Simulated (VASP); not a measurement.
A run of VASP 6.6.1 is set up as follows.

POSCAR

```
Ga2AsN
1.0
    3.7127713437      0.0000000000      0.0000000000
    0.0000000000      3.7127713437      0.0000000000
    0.0000000000      0.0000000000      4.9127607697
N Ga As
1 2 1
Direct
    0.0000000000      0.0000000000      0.0000000000
    0.0000000000      0.5000000000      0.8031640369
    0.5000000000      0.0000000000      0.1968359631
    0.5000000000      0.5000000000      0.5000000000
```

File INCAR.step1:

```
SYSTEM = Ga2AsN
PREC = Accurate
ENCUT = 520
ISMEAR = -1
SIGMA = 0.02
LREAL = .FALSE.
LASPH = .TRUE.
NELM = 100
NBANDS = 26
GGA = PE
ALGO = Normal
EDIFF = 1E-4
LWAVE = .TRUE.
LCHARG = .FALSE.
```

INCAR.step2

```
SYSTEM = Ga2AsN
PREC = Accurate
ENCUT = 520
EDIFF = 1E-6
ISMEAR = -1
SIGMA = 0.02
LREAL = .FALSE.
LASPH = .TRUE.
NELM = 100
ALGO = Normal
ISIF = 2
LWAVE = .FALSE.
LCHARG = .TRUE.
METAGGA = R2SCAN
LMIXTAU = .TRUE.
LELF = .TRUE.
LVHAR = .TRUE.
NBANDS = 26
ISTART = 1
```

File KPOINTS:

```
Automatic mesh
0
G
  8 8 6
  0 0 0
```

Potentials or basis: VASP PAW PBE potentials, release 64 (N, Ga_d, As).

Launch:

```console
$ cat potpaw_PBE.64/N/POTCAR potpaw_PBE.64/Ga_d/POTCAR potpaw_PBE.64/As/POTCAR > POTCAR
$ cp INCAR.step1 INCAR
$ mpirun -np 1 vasp_std > vasp.out
$ cp INCAR.step2 INCAR
$ mpirun -np 1 vasp_std > vasp.out
```

Problem. What does it give for the band gap on the k mesh?

Solution. None (metal or under the smearing width).

Problem. Estimate the largest force.

Solution. 0.046 eV/Å.

Problem. Predict the pressure.

Solution. -3.0 GPa.

Forces in eV/Å, atoms in the order of the input:
```
N    0.000  0.000  0.000
Ga   0.000  0.000 -0.046
Ga   0.000  0.000  0.046
As   0.000  0.000  0.000
```

Caveat: the PAW data sets were made with another functional, which shifts forces and pressure a little.
